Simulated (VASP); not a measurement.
Data:

```xyz
2
Lattice="0.0000 2.9217 2.9217 2.9217 0.0000 2.9217 2.9217 2.9217 0.0000" Properties=species:S:1:pos:R:3 pbc="T T T"
Na     0.0000     0.0000     0.0000
Cl     2.9217     2.9217     2.9217
```

These are RPBE GGA, VASP's PBE PAW potentials (set 64) (plane waves; VASP 6.6.1) values and carry that method's errors. Numerical set-up: 520 eV cut-off, 8×8×8 Γ-centred mesh, Gaussian smearing of 0.050 eV, potentials Na_pv Cl.

Task: Give the energy at these volumes per atom, relative to the lowest: 23.38, 24.12, 24.87, 25.61, 26.36 Å³.

Result: 6.8, 1.8, 0.0, 1.1, 4.5 meV/atom. A third-order Birch-Murnaghan fit gives B0 = 19.7 GPa and B0′ = 4.6.

The compound is NaCl in the rock salt structure. It was relaxed first, which changed the volume by +11 %.
